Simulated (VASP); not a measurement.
# Sn with r2SCAN: from relaxation to properties, part 4 of 4

What structure and properties does r2SCAN give Sn, and how near are they to the measured ones? The start is a cell from a database of measured crystal structures.

VASP 6.6.1; r2SCAN; plane waves and PAW (Sn_d).

Still holding for the runs below: The k-mesh is coarse for a metal.

So far. Step 7 (Vibrations at Γ (r2SCAN)): The three acoustic modes come out at zero, and all others are real. By the characters of their eigenvectors the optical modes sort into (cm⁻¹) Raman active: Bg 52, Eg 134. B labels carry no number here, since it depends on the setting of the axes. With a centre of inversion no mode is active in both. Step 8 (Volume scan with r2SCAN): The pressure here is 3.69 GPa.

The database entry behind the starting cell differs from later determinations by our own check (about 0.15 % long, nanocrystals), so it need not match the best structure at ambient conditions.

## Step 9: Volume scan with r2SCAN (run 2)

The input, INCAR:

```
SYSTEM = Sn
PREC = Accurate
ENCUT = 400
EDIFF = 1E-06
NELM = 100
ISMEAR = 1
SIGMA = 0.2
LREAL = .FALSE.
ALGO = Normal
METAGGA = R2SCAN
LASPH = .TRUE.
NBANDS = 20
LORBIT = 11
LWAVE = .FALSE.
LCHARG = .FALSE.
KPAR = 2
ISIF = 2
```

The input, POSCAR:

```
Sn
1.0
   -2.8653162712      2.8653162712      1.6162587399
    2.8653162712     -2.8653162712      1.6162587399
    2.8653162712      2.8653162712     -1.6162587399
Sn
2
Direct
    0.0000000000      0.0000000000      0.0000000000
    0.7500000000      0.2500000000      0.5000000000
```

The input, KPOINTS:

```
Automatic mesh
0
Gamma
8 8 8
0 0 0
```

PAW data sets: Sn_d (PBE family, release 64).

Started as:

```
$ mpirun -np 2 vasp_std
```

The log of the run:

```text
[... set-up lines as in an earlier step ...]
 entering main loop
       N       E                     dE             d eps       ncg     rms          rms(c)
DAV:   1     0.161368502445E+03    0.16137E+03   -0.12946E+04  2396   0.194E+03
DAV:   2    -0.326643014175E+02   -0.19403E+03   -0.19073E+03  2388   0.426E+02
DAV:   3    -0.527394066204E+02   -0.20075E+02   -0.19916E+02  2708   0.134E+02
DAV:   4    -0.533475767135E+02   -0.60817E+00   -0.60738E+00  2680   0.261E+01
DAV:   5    -0.533741309065E+02   -0.26554E-01   -0.26553E-01  3396   0.492E+00    0.407E+00
DAV:   6    -0.492029553043E+02    0.41712E+01   -0.11364E+00  2748   0.176E+01    0.200E+00
DAV:   7    -0.492119736656E+02   -0.90184E-02   -0.19900E-02  2800   0.156E+00    0.975E-01
DAV:   8    -0.492170451955E+02   -0.50715E-02   -0.86976E-03  3072   0.778E-01    0.729E-02
DAV:   9    -0.492169587215E+02    0.86474E-04   -0.15989E-03  3204   0.656E-01    0.462E-02
DAV:  10    -0.492169705162E+02   -0.11795E-04   -0.47046E-05  2996   0.713E-02    0.202E-02
DAV:  11    -0.492169663130E+02    0.42032E-05   -0.71681E-05  3212   0.127E-01    0.357E-03
DAV:  12    -0.492169670133E+02   -0.70036E-06   -0.15913E-06  2196   0.130E-02
   1 F= -.49216967E+02 E0= -.49216926E+02  d E =-.122309E-03
```

Wall time 39 s (2 MPI ranks of Intel Xeon 6975P-C (Granite Rapids), shared host); peak memory 0.33 GiB; 74 s of CPU time.

Parts of OUTCAR (step 9):

```text
   ENCUT  =  400.0 eV  29.40 Ry    5.42 a.u.   7.11  7.11  7.11*2*pi/ulx,y,z

   NELECT =      28.0000    total number of electrons

 E-fermi :   8.1462

 k-point     1 :       0.0000    0.0000    0.0000
  band No.  band energies     occupation
    ...
     10     -13.6163      2.00000
     11      -3.6466      2.00000
     12       5.0022      2.00000
     13       6.1076      2.00000
     14       6.1076      2.00000
     15      11.6421     -0.00000
     16      15.0467      0.00000
     17      15.1142      0.00000
     18      15.1544      0.00000
     19      15.1545      0.00000
    ...

  Total        0.7943432      0.7943432      0.6469356      0.0000000      0.0000000      0.0000000
  in kB       23.9774353     23.9774353     19.5279038      0.0000000      0.0000000      0.0000000
  external PRESSURE =      22.4942581 kB  Pullay stress =       0.0000000 kB

 POSITION                                       TOTAL-FORCE (eV/Angst)
 -----------------------------------------------------------------------------------
      0.00000      0.00000      0.00000        -0.000000      0.000000      0.000000
      0.00000      2.86532      0.80813         0.000000     -0.000000     -0.000000
 -----------------------------------------------------------------------------------
    total drift:                               -0.000000      0.000000      0.000000

  FREE ENERGIE OF THE ION-ELECTRON SYSTEM (eV)
  ---------------------------------------------------
  free  energy   TOTEN  =       -49.2169670133 eV

  energy  without entropy=      -49.2168447044  energy(sigma->0) =      -49.21692624

[... 5 parts as in an earlier step ...]

[... 11 further parts left out ...]
```

Numbers from this step:

```
free energy (TOTEN) : -49.22 eV
Fermi energy        : 8.146 eV
pressure            : 2.249 GPa
```

The pressure falls from 3.69 to 2.25 GPa.

The run ends at a pressure of 2.25 GPa.

## Step 10: Volume scan with r2SCAN (run 3)

INCAR is that of step 9.

The input, POSCAR:

```
Sn
1.0
   -2.8850776975      2.8850776975      1.6274057041
    2.8850776975     -2.8850776975      1.6274057041
    2.8850776975      2.8850776975     -1.6274057041
Sn
2
Direct
    0.0000000000      0.0000000000      0.0000000000
    0.7500000000      0.2500000000      0.5000000000
```

KPOINTS is that of step 9.

Started as:

```
$ mpirun -np 2 vasp_std
```

The log of the run:

```text
[... set-up lines as in an earlier step ...]
 entering main loop
       N       E                     dE             d eps       ncg     rms          rms(c)
DAV:   1     0.162576894780E+03    0.16258E+03   -0.13094E+04  2384   0.193E+03
DAV:   2    -0.324727692238E+02   -0.19505E+03   -0.19182E+03  2384   0.425E+02
DAV:   3    -0.527556528724E+02   -0.20283E+02   -0.20159E+02  2696   0.134E+02
DAV:   4    -0.533686571889E+02   -0.61300E+00   -0.61266E+00  2680   0.262E+01
[...]
DAV:  12    -0.492299607416E+02   -0.10504E-05   -0.19553E-06  2232   0.156E-02    0.411E-03
DAV:  13    -0.492299583145E+02    0.24270E-05   -0.26032E-06  1764   0.262E-02    0.776E-04
DAV:  14    -0.492299582564E+02    0.58100E-07   -0.23594E-07  1464   0.441E-03
   1 F= -.49229958E+02 E0= -.49230298E+02  d E =0.101782E-02
```

Elapsed: 55 s, on 2 MPI ranks; peak memory 0.33 GiB.

Parts of OUTCAR (step 10):

```text
  Total        0.4146813      0.4146813      0.3492939      0.0000000      0.0000000      0.0000000
  in kB       12.2617984     12.2617984     10.3283451      0.0000000      0.0000000      0.0000000
  external PRESSURE =      11.6173139 kB  Pullay stress =       0.0000000 kB

 POSITION                                       TOTAL-FORCE (eV/Angst)
 -----------------------------------------------------------------------------------
      0.00000      0.00000      0.00000         0.000000     -0.000000      0.000000
      0.00000      2.88508      0.81370        -0.000000      0.000000     -0.000000
 -----------------------------------------------------------------------------------
    total drift:                                0.000000     -0.000000      0.000000

  FREE ENERGIE OF THE ION-ELECTRON SYSTEM (eV)
  ---------------------------------------------------
  free  energy   TOTEN  =       -49.2299582564 eV

  energy  without entropy=      -49.2309760770  energy(sigma->0) =      -49.23029753

[... 1 part as in an earlier step ...]

[... 2 further parts left out ...]
[key lines of the parts left out:]
E-fermi :   7.8910
```

The pressure falls from 2.25 to 1.16 GPa.

The run ends at a pressure of 1.16 GPa.

## Step 11: Volume scan with r2SCAN (run 4)

INCAR is that of step 10.

The input, POSCAR:

```
Sn
1.0
   -2.9045720571      2.9045720571      1.6384020222
    2.9045720571     -2.9045720571      1.6384020222
    2.9045720571      2.9045720571     -1.6384020222
Sn
2
Direct
    0.0000000000      0.0000000000      0.0000000000
    0.7500000000      0.2500000000      0.5000000000
```

KPOINTS is that of step 10.

Started as:

```
$ mpirun -np 2 vasp_std
```

The log of the run:

```text
[... set-up lines as in an earlier step ...]
 entering main loop
       N       E                     dE             d eps       ncg     rms          rms(c)
[... 1 cycle as in an earlier step ...]
DAV:   2    -0.328353228965E+02   -0.19245E+03   -0.18929E+03  2388   0.414E+02
DAV:   3    -0.527652739115E+02   -0.19930E+02   -0.19788E+02  2676   0.133E+02
DAV:   4    -0.533819829469E+02   -0.61671E+00   -0.61616E+00  2708   0.264E+01
DAV:   5    -0.534093276674E+02   -0.27345E-01   -0.27344E-01  3312   0.497E+00    0.383E+00
DAV:   6    -0.492198567323E+02    0.41895E+01   -0.11515E+00  2748   0.175E+01    0.190E+00
DAV:   7    -0.492288909215E+02   -0.90342E-02   -0.19342E-02  2792   0.154E+00    0.947E-01
[... 1 cycle as in an earlier step ...]
DAV:   9    -0.492343812007E+02    0.93235E-04   -0.15978E-03  3164   0.642E-01    0.440E-02
DAV:  10    -0.492343935724E+02   -0.12372E-04   -0.59735E-05  2988   0.900E-02    0.189E-02
DAV:  11    -0.492343896360E+02    0.39364E-05   -0.61089E-05  3192   0.115E-01    0.285E-03
DAV:  12    -0.492343908454E+02   -0.12094E-05   -0.21419E-06  2248   0.169E-02    0.399E-03
DAV:  13    -0.492343885474E+02    0.22980E-05   -0.25098E-06  1712   0.255E-02    0.692E-04
DAV:  14    -0.492343885165E+02    0.30873E-07   -0.22739E-07  1440   0.435E-03
   1 F= -.49234389E+02 E0= -.49235092E+02  d E =0.211015E-02
```

Wall time 56 s (2 MPI ranks); peak memory 0.34 GiB; 1.8 min of CPU time.

Parts of OUTCAR (step 11):

```text
  Total       -0.0044575     -0.0044575      0.0102303      0.0000000      0.0000000      0.0000000
  in kB       -0.1291683     -0.1291683      0.2964525      0.0000000      0.0000000      0.0000000
  external PRESSURE =       0.0127053 kB  Pullay stress =       0.0000000 kB

 POSITION                                       TOTAL-FORCE (eV/Angst)
 -----------------------------------------------------------------------------------
      0.00000      0.00000      0.00000         0.000000     -0.000000      0.000000
      0.00000      2.90457      0.81920        -0.000000      0.000000     -0.000000
 -----------------------------------------------------------------------------------
    total drift:                                0.000000      0.000000      0.000000

  FREE ENERGIE OF THE ION-ELECTRON SYSTEM (eV)
  ---------------------------------------------------
  free  energy   TOTEN  =       -49.2343885165 eV

  energy  without entropy=      -49.2364986636  energy(sigma->0) =      -49.23509190

[... 2 parts as in an earlier step ...]

[... 1 further part left out ...]
[key lines of the parts left out:]
E-fermi :   7.6478
```

The pressure falls from 1.16 to 0.00 GPa.

The run ends at a pressure of 0.00 GPa.

## Step 12: Volume scan with r2SCAN (run 5)

INCAR is that of step 11.

The input, POSCAR:

```
Sn
1.0
   -2.9238081942      2.9238081942      1.6492526829
    2.9238081942     -2.9238081942      1.6492526829
    2.9238081942      2.9238081942     -1.6492526829
Sn
2
Direct
    0.0000000000      0.0000000000      0.0000000000
    0.7500000000      0.2500000000      0.5000000000
```

KPOINTS is that of step 11.

Started as:

```
$ mpirun -np 2 vasp_std
```

The log of the run:

```text
[... set-up lines as in an earlier step ...]
 entering main loop
       N       E                     dE             d eps       ncg     rms          rms(c)
DAV:   1     0.160712972343E+03    0.16071E+03   -0.13099E+04  2380   0.192E+03
DAV:   2    -0.327816926093E+02   -0.19349E+03   -0.19003E+03  2388   0.417E+02
DAV:   3    -0.527766895419E+02   -0.19995E+02   -0.19856E+02  2708   0.133E+02
DAV:   4    -0.533878513861E+02   -0.61116E+00   -0.61067E+00  2664   0.262E+01
[...]
DAV:  12    -0.492312355236E+02   -0.14030E-05   -0.24712E-06  2248   0.189E-02    0.385E-03
DAV:  13    -0.492312333423E+02    0.21812E-05   -0.23684E-06  1560   0.247E-02    0.609E-04
DAV:  14    -0.492312333277E+02    0.14596E-07   -0.23611E-07  1440   0.446E-03
   1 F= -.49231233E+02 E0= -.49232257E+02  d E =0.307107E-02
```

The job ended after 52 s (2 MPI ranks; peak memory 0.34 GiB; 1.7 min of CPU time).

From OUTCAR (step 12):

```text
  Total       -0.3933376     -0.3933376     -0.3049096      0.0000000      0.0000000      0.0000000
  in kB      -11.1745767    -11.1745767     -8.6623714      0.0000000      0.0000000      0.0000000
  external PRESSURE =     -10.3371750 kB  Pullay stress =       0.0000000 kB

 POSITION                                       TOTAL-FORCE (eV/Angst)
 -----------------------------------------------------------------------------------
      0.00000      0.00000      0.00000         0.000000     -0.000000     -0.000000
     -0.00000      2.92381      0.82463        -0.000000      0.000000      0.000000
 -----------------------------------------------------------------------------------
    total drift:                                0.000000      0.000000      0.000000

  FREE ENERGIE OF THE ION-ELECTRON SYSTEM (eV)
  ---------------------------------------------------
  free  energy   TOTEN  =       -49.2312333277 eV

  energy  without entropy=      -49.2343044026  energy(sigma->0) =      -49.23225702

[... 1 part as in an earlier step ...]

[... 2 further parts left out ...]
[key lines of the parts left out:]
E-fermi :   7.4151
```

The pressure falls from 0.00 to -1.03 GPa.

The run ends at a pressure of -1.03 GPa.

## Step 13: Volume scan with r2SCAN (run 6)

INCAR is that of step 12.

The input, POSCAR:

```
Sn
1.0
   -2.9427944937      2.9427944937      1.6599624160
    2.9427944937     -2.9427944937      1.6599624160
    2.9427944937      2.9427944937     -1.6599624160
Sn
2
Direct
    0.0000000000      0.0000000000      0.0000000000
    0.7500000000      0.2500000000      0.5000000000
```

KPOINTS is that of step 12.

Started as:

```
$ mpirun -np 2 vasp_std
```

The log of the run:

```text
[... set-up lines as in an earlier step ...]
 entering main loop
       N       E                     dE             d eps       ncg     rms          rms(c)
DAV:   1     0.158844701474E+03    0.15884E+03   -0.13138E+04  2368   0.188E+03
DAV:   2    -0.330520947225E+02   -0.19190E+03   -0.18867E+03  2376   0.411E+02
DAV:   3    -0.527631691079E+02   -0.19711E+02   -0.19531E+02  2672   0.132E+02
DAV:   4    -0.533864202584E+02   -0.62325E+00   -0.62147E+00  2676   0.263E+01
[...]
DAV:  12    -0.492213905956E+02   -0.15989E-05   -0.30120E-06  2276   0.214E-02    0.373E-03
DAV:  13    -0.492213885250E+02    0.20707E-05   -0.22859E-06  1500   0.240E-02    0.556E-04
DAV:  14    -0.492213885182E+02    0.67571E-08   -0.24666E-07  1440   0.459E-03
   1 F= -.49221389E+02 E0= -.49222658E+02  d E =0.380935E-02
```

It took 53 s on 2 MPI ranks; peak memory 0.34 GiB.

OUTCAR, selected parts (step 13):

```text
  Total       -0.7508237     -0.7508237     -0.6004373      0.0000000     -0.0000000      0.0000000
  in kB      -20.9204231    -20.9204231    -16.7301602      0.0000000     -0.0000000      0.0000000
  external PRESSURE =     -19.5236688 kB  Pullay stress =       0.0000000 kB

 POSITION                                       TOTAL-FORCE (eV/Angst)
 -----------------------------------------------------------------------------------
      0.00000      0.00000      0.00000        -0.000000     -0.000000      0.000000
     -0.00000      2.94279      0.82998         0.000000      0.000000     -0.000000
 -----------------------------------------------------------------------------------
    total drift:                                0.000000     -0.000000      0.000000

  FREE ENERGIE OF THE ION-ELECTRON SYSTEM (eV)
  ---------------------------------------------------
  free  energy   TOTEN  =       -49.2213885182 eV

  energy  without entropy=      -49.2251978692  energy(sigma->0) =      -49.22265830

[... 1 part as in an earlier step ...]

[... 2 further parts left out ...]
[key lines of the parts left out:]
E-fermi :   7.1913
```

The pressure falls from -1.03 to -1.95 GPa.

The run ends at a pressure of -1.95 GPa.

## Step 14: Volume scan with r2SCAN (run 7)

A prediction first. A parabola through the 6 pressures of evenly scaled cells so far, P = -0.01 -53.3 t +96 t² GPa with t = ln(V/V₁) and V₁ the volume at scale 1, gives -2.79 GPa at t = +0.0583.

INCAR is that of step 13.

The input, POSCAR:

```
Sn
1.0
   -2.9615389131      2.9615389131      1.6705357101
    2.9615389131     -2.9615389131      1.6705357101
    2.9615389131      2.9615389131     -1.6705357101
Sn
2
Direct
    0.0000000000      0.0000000000      0.0000000000
    0.7500000000      0.2500000000      0.5000000000
```

KPOINTS is that of step 13.

Started as:

```
$ mpirun -np 2 vasp_std
```

The log of the run:

```text
[... set-up lines as in an earlier step ...]
 entering main loop
       N       E                     dE             d eps       ncg     rms          rms(c)
DAV:   1     0.160109932708E+03    0.16011E+03   -0.13138E+04  2384   0.187E+03
DAV:   2    -0.328566649262E+02   -0.19297E+03   -0.18950E+03  2384   0.412E+02
DAV:   3    -0.527613845195E+02   -0.19905E+02   -0.19751E+02  2672   0.133E+02
DAV:   4    -0.533786842300E+02   -0.61730E+00   -0.61656E+00  2640   0.263E+01
[...]
DAV:  12    -0.492055278011E+02   -0.18000E-05   -0.36949E-06  2384   0.240E-02    0.370E-03
DAV:  13    -0.492055258518E+02    0.19493E-05   -0.20589E-06  1496   0.227E-02    0.486E-04
DAV:  14    -0.492055257849E+02    0.66862E-07   -0.24596E-07  1416   0.466E-03
   1 F= -.49205526E+02 E0= -.49206944E+02  d E =0.425576E-02
```

Run time: 66 s. Hardware: 2 MPI ranks; peak memory 0.35 GiB; 2.2 min of CPU time.

OUTCAR, selected parts (step 14):

```text
  Total       -1.0771831     -1.0771831     -0.8795647      0.0000000      0.0000000      0.0000000
  in kB      -29.4475708    -29.4475708    -24.0451621      0.0000000      0.0000000      0.0000000
  external PRESSURE =     -27.6467679 kB  Pullay stress =       0.0000000 kB

 POSITION                                       TOTAL-FORCE (eV/Angst)
 -----------------------------------------------------------------------------------
      0.00000      0.00000      0.00000        -0.000000     -0.000000      0.000000
      0.00000      2.96154      0.83527         0.000000      0.000000     -0.000000
 -----------------------------------------------------------------------------------
    total drift:                                0.000000      0.000000      0.000000

  FREE ENERGIE OF THE ION-ELECTRON SYSTEM (eV)
  ---------------------------------------------------
  free  energy   TOTEN  =       -49.2055257849 eV

  energy  without entropy=      -49.2097815416  energy(sigma->0) =      -49.20694437

[... 1 part as in an earlier step ...]

[... 2 further parts left out ...]
[key lines of the parts left out:]
E-fermi :   6.9748
```

The pressure falls from -1.95 to -2.76 GPa. The parabola predicted -2.79 GPa, -0.02 GPa off.

## Step 15: The series together

Times are for 2 MPI ranks of Intel Xeon 6975P-C (Granite Rapids), shared host. Results by setting:

```csv
no.,volume scale,energy above the lowest point (meV/atom),pressure (GPa),time,memory (GiB)
1,0.94,20.42,3.692,37 s,0.33
2,0.96,9.08,2.249,39 s,0.33
3,0.98,2.4,1.162,55 s,0.33
4,1,0,0.001271,56 s,0.34
5,1.02,1.42,-1.034,52 s,0.34
6,1.04,6.22,-1.952,53 s,0.34
7,1.06,14.07,-2.765,66 s,0.35
```

## Step 16: Fit for r2SCAN

This step: Birch-Murnaghan fit, r2SCAN; plane waves and PAW (VASP 6.6.1).

This step runs nothing: it gathers the runs above.

Numbers from this step:

```yaml
pressure_derivative_of_the_bulk_modulus: 4.453
r_m_s_error_of_the_fit: 1.31e-5 eV/atom
minimum_inside_the_sampled_range: yes
bulk_modulus: 54.46 GPa
equilibrium_volume_of_the_fit: 27.71 Å³/atom
```

Energy above the fitted minimum against volume:

```csv
volume (Å³/atom),energy above the fitted minimum (eV/atom)
25.99,0.0204
26.54,0.00910
27.09,0.00241
27.64,1.5e-5
28.20,0.00143
28.75,0.00623
29.30,0.0141
```

The fitted volume lies +0.23 % from the relaxed one. At a finite cutoff and mesh the minimum of the energy and the zero of the stress don't quite coincide, and the relaxation stops at a threshold.

## Step 17: Summary of results

| Item | Value |
| --- | --- |
| relaxed volume | 27.64 Å³/atom |
| relaxed conventional cell a, b, c | 5.809, 5.809, 3.277 Å |
| space group after relaxing, within 0.02 Å | I4_1/amd (No. 141) |
| band gap | none, a metal |
| DOS at the Fermi level | 0.874 states/eV/cell |
| highest zone-centre mode | 134 cm⁻¹ |
| bulk modulus from the fit | 54.5 GPa |
| volume from the fit | 27.7 Å³/atom |

**Reading.** With r2SCAN, Sn relaxes to 27.64 Å³/atom in space group I4_1/amd (held by the symmetry of the run), comes out as a metal and has a bulk modulus of 54.5 GPa at fixed shape and positions, an upper bound. Against the listed cell the volume lies +1.7 % (a -0.5 %, c +2.8 %). Band structure (r2SCAN): Of the bands kept, 4 cross the Fermi level on this path. Vibrations at Γ (r2SCAN): The highest mode in this list at Γ lies at 133.7 cm⁻¹. Spin-orbit coupling is left out, and with elements this heavy it would split and shift bands near the Fermi level. The k-sampling is coarse for a metal, so the Fermi level, pressures and the shape of the cell carry errors. Modes at Γ alone can't show that the crystal is stable at other wave vectors. No search among competing phases was made. All values are for a static lattice at zero temperature.

Computed beside measured:

| quantity | measured | r2SCAN |
| --- | --- | --- |
| lattice constant c (Å) | 3.182 | 3.277 (+3.0 %) |

Measured values from arxiv:1310.3080 (2013).

**Verdict.** The lattice constant c is off by +3.0 %: a clear miss. The grades are ours: good and fair within 0.8 and 2 % for the lattice constant c. For lattice constants the calculation has a static lattice, without zero-point motion or thermal expansion. As a rule both would widen the computed cell, so the excess over experiment is if anything larger than shown.

[Lines on the potential files, build, host, timing and source positions are cut from VASP's logs without a mark.]

[Logs are printed without paths, hosts, clocks, repeated set-up lines and the standing remarks that a program may print on its own settings, such as how far it seeks lower states.]

[Hosts, paths, dates, database ids (printed as entryN), source tags and the programs' standing remarks are cut or masked in the printed files.]

[A measured line is paired with the nearest computed mode of its activity, which favours agreement.]
